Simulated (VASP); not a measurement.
A convergence study with VASP on Sc (hcp): one setting is varied, all else stays as given below, so the limit is that of these other settings. Each run relaxes cell and ions from the cell shown.

```yaml
crystal:
  lattice:
    - [1.65500, -2.86654, 0.00000]
    - [1.65500, 2.86654, 0.00000]
    - [0.00000, 0.00000, 5.27000]
  atoms:
    - { symbol: Sc, position: [0.33333, 0.66667, 0.25000] }
    - { symbol: Sc, position: [0.66667, 0.33333, 0.75000] }
```

Computed with PBE GGA, VASP's PBE PAW potentials (set 64) (plane waves; VASP). The tightest run used: 550 eV cut-off, 17×17×10 Γ-centred mesh, first-order Methfessel-Paxton smearing of 0.10 eV, potentials Sc_sv.

Problem. The settings run are 2×2×1 mesh; 3×3×2 mesh; 4×4×2 mesh; 5×5×3 mesh; 6×6×3 mesh; 7×7×4 mesh; 8×8×5 mesh; 9×9×5 mesh; 11×11×6 mesh; 12×12×7 mesh; 13×13×7 mesh; 14×14×8 mesh; 15×15×9 mesh; 16×16×9 mesh; 17×17×10 mesh. From which on does the relaxed volume stay within 0.05 Å³/atom of the tightest run?

Solution. From 9×9×5 mesh on: it is off by 0.019 there and by no more than 0.05 in any finer run, while 8×8×5 mesh is off by 0.066.
| setting | relaxed volume (Å³/atom) | E (eV/atom) | irreducible k-points | difference judged (Å³/atom) |
|---|---|---|---|---|
| 2×2×1 mesh | 19.992 | -6.7580 | 2 | 4.657 |
| 3×3×2 mesh | 24.473 | -6.1753 | 6 | 0.176 |
| 4×4×2 mesh | 24.877 | -6.2550 | 8 | 0.228 |
| 5×5×3 mesh | 24.720 | -6.2287 | 10 | 0.070 |
| 6×6×3 mesh | 24.512 | -6.2421 | 14 | 0.137 |
| 7×7×4 mesh | 24.578 | -6.2566 | 24 | 0.071 |
| 8×8×5 mesh | 24.715 | -6.2439 | 30 | 0.066 |
| 9×9×5 mesh | 24.668 | -6.2480 | 36 | 0.019 |
| 11×11×6 mesh | 24.629 | -6.2498 | 64 | 0.020 |
| 12×12×7 mesh | 24.650 | -6.2500 | 76 | 0.001 |
| 13×13×7 mesh | 24.647 | -6.2485 | 84 | 0.002 |
| 14×14×8 mesh | 24.631 | -6.2493 | 120 | 0.019 |
| 15×15×9 mesh | 24.634 | -6.2496 | 135 | 0.015 |
| 16×16×9 mesh | 24.641 | -6.2491 | 150 | 0.008 |
| 17×17×10 mesh | 24.649 | -6.2492 | 198 | 0.000 |

Left out are rungs that failed or repeat a setting and relaxations that didn't move; long series are thinned to 24 rows.

The compound is Sc in the hcp structure.
